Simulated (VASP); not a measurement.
Level of theory: optB88-vdW, VASP's PBE PAW potentials (set 64) (plane waves; VASP).

VASP input:

File POSCAR:
```
CsSnI3
1
    6.2289000097     0.0000000000    -0.0000000000
   -0.0000000000     6.2289000097     0.0000000000
    0.0000000000    -0.0000000000     6.2289000097
Cs Sn I
1 1 3
Direct
  0.0000000000   0.0000000000   0.0000000000
  0.5000000000   0.5000000000   0.5000000000
  0.5000000000   0.0000000000   0.5000000000
  0.0000000000   0.5000000000   0.5000000000
  0.5000000000   0.5000000000   0.0000000000
```

### KPOINTS
```
Automatic mesh
0
Gamma
4 4 4
0 0 0
```

**INCAR**
```
# general
SYSTEM   = CsSnI3
PREC     = Accurate
ENCUT    = 520
LREAL    = .FALSE.   # projection in real space or not
LASPH    = .TRUE.

# electronic loop
EDIFF    = 1E-6
NELM     = 100
ALGO     = Normal   # blocked Davidson
LMAXMIX  = 4   # l cut-off of mixed one-centre charges

# smearing
ISMEAR   = 0   # Gaussian
SIGMA    = 0.05   # width (eV)

# functional
GGA      = BO
LUSE_VDW = .TRUE.
AGGAC    = 0.0
PARAM1   = 0.1833333333
PARAM2   = 0.22

# ions
IBRION   = 2   # conjugate gradients
NSW      = 60
ISIF     = 3   # ions, shape and volume
EDIFFG   = -0.02   # ionic stop

# output
LWAVE    = .FALSE.
LCHARG   = .FALSE.
```

POTCAR, in this order: Cs_sv Sn_d I (PBE.64 set). Program: vasp_std.

What VASP printed:

### OSZICAR
```
       N       E                     dE             d eps       ncg     rms          rms(c)
DAV:   1     0.363166574151E+03    0.36317E+03   -0.18416E+04   520   0.152E+03
DAV:   2     0.394596452958E+02   -0.32371E+03   -0.31735E+03   650   0.298E+02
DAV:   3    -0.845950006783E+00   -0.40306E+02   -0.39837E+02   608   0.118E+02
DAV:   4    -0.243280534652E+01   -0.15869E+01   -0.15846E+01   644   0.277E+01
DAV:   5    -0.248270357516E+01   -0.49898E-01   -0.49888E-01   824   0.466E+00    0.378E+00
DAV:   6    -0.218407318618E+01    0.29863E+00   -0.55079E-01   654   0.367E+00    0.241E+00
DAV:   7    -0.215383617677E+01    0.30237E-01   -0.31845E-01   648   0.223E+00    0.942E-01
DAV:   8    -0.215806434751E+01   -0.42282E-02   -0.38176E-02   592   0.141E+00    0.255E-01
DAV:   9    -0.215776973167E+01    0.29462E-03   -0.30149E-03   648   0.408E-01    0.114E-01
DAV:  10    -0.215801020055E+01   -0.24047E-03   -0.74385E-04   622   0.159E-01    0.560E-02
DAV:  11    -0.215803979711E+01   -0.29597E-04   -0.18707E-04   624   0.986E-02    0.171E-02
DAV:  12    -0.215804247651E+01   -0.26794E-05   -0.23767E-05   644   0.362E-02    0.165E-02
DAV:  13    -0.215804208711E+01    0.38940E-06   -0.83428E-07   404   0.693E-03
   1 F= -.21580421E+01 E0= -.21580421E+01  d E =-.215804E+01
```

OUTCAR:
```
------------------------ aborting loop because EDIFF is reached ----------------------------------------
  FORCE on cell =-STRESS in cart. coord.  units (eV):
  Direction    XX          YY          ZZ          XY          YZ          ZX
  --------------------------------------------------------------------------------------
  Total       -0.0526752     -0.0526752     -0.0526752      0.0000000     -0.0000000      0.0000000
  in kB       -0.3492066     -0.3492066     -0.3492066      0.0000000     -0.0000000      0.0000000
  external PRESSURE =      -0.3492066 kB  Pullay stress =       0.0000000 kB
  volume of cell :      241.68
      direct lattice vectors                 reciprocal lattice vectors
     6.228900010  0.000000000  0.000000000     0.160541990  0.000000000  0.000000000
     0.000000000  6.228900010  0.000000000     0.000000000  0.160541990  0.000000000
     0.000000000  0.000000000  6.228900010     0.000000000  0.000000000  0.160541990
 POSITION                                       TOTAL-FORCE (eV/Angst)
 -----------------------------------------------------------------------------------
      0.00000      0.00000      0.00000         0.000000      0.000000      0.000000
      3.11445      3.11445      3.11445         0.000000      0.000000      0.000000
      3.11445      0.00000      3.11445         0.000000      0.000000      0.000000
      0.00000      3.11445      3.11445         0.000000      0.000000      0.000000
      3.11445      3.11445      0.00000         0.000000      0.000000      0.000000
 -----------------------------------------------------------------------------------
    total drift:                                0.000000     -0.000000     -0.000000
  FREE ENERGIE OF THE ION-ELECTRON SYSTEM (eV)
  ---------------------------------------------------
  free  energy   TOTEN  =        -2.1580420871 eV

  energy  without entropy=       -2.1580420871  energy(sigma->0) =       -2.15804209

 reached required accuracy - stopping structural energy minimisation
```
(Selected blocks of OUTCAR.)

OUTCAR:
```
 val. band max:        2.5094045053   @ k =   0.5000   0.5000   0.5000

 cond. band min:       2.9624244666   @ k =   0.5000   0.5000   0.5000


 Fermi energy:         2.7392014642

 k-point     1 :       0.0000    0.0000    0.0000
  band No.  band energies     occupation
      1     -19.6952      2.00000
      2     -19.5505      2.00000
      3     -19.5505      2.00000
      4     -19.5281      2.00000
      5     -19.5281      2.00000
      6     -19.5281      2.00000
      7     -10.6126      2.00000
      8      -9.9207      2.00000
      9      -9.9207      2.00000
     10      -6.4579      2.00000
     11      -6.4579      2.00000
     12      -6.4579      2.00000
     13      -3.7406      2.00000
     14      -1.9893      2.00000
     15      -1.9893      2.00000
     16      -1.9893      2.00000
     17       0.3350      2.00000
     18       0.3350      2.00000
     19       0.3350      2.00000
     20       0.4892      2.00000
     21       0.4892      2.00000
     22       0.4892      2.00000
     23       4.6863      0.00000
     24       5.6434      0.00000
     25       5.6434      0.00000
     26       6.1114      0.00000

 k-point     2 :       0.2500    0.0000    0.0000
  band No.  band energies     occupation
      1     -19.6950      2.00000
      2     -19.5504      2.00000
      3     -19.5497      2.00000
      4     -19.5281      2.00000
      5     -19.5281      2.00000
      6     -19.5280      2.00000
      7     -10.5379      2.00000
      8     -10.0086      2.00000
      9      -9.9192      2.00000
     10      -6.4546      2.00000
     11      -6.4546      2.00000
     12      -6.4488      2.00000
     13      -4.2476      2.00000
     14      -1.9355      2.00000
     15      -1.9355      2.00000
     16      -1.0231      2.00000
     17       0.2302      2.00000
     18       0.2302      2.00000
     19       0.2486      2.00000
     20       0.4154      2.00000
     21       0.4154      2.00000
     22       0.4755      2.00000
...
```

Unless said otherwise, spin-orbit coupling is left out, though it shifts the bands of the heavy elements here.

The compound is CsSnI3 in the cubic perovskite structure, the ideal cubic form; the compound distorts at low or room temperature. It was relaxed first. The start is the result of an earlier pass.
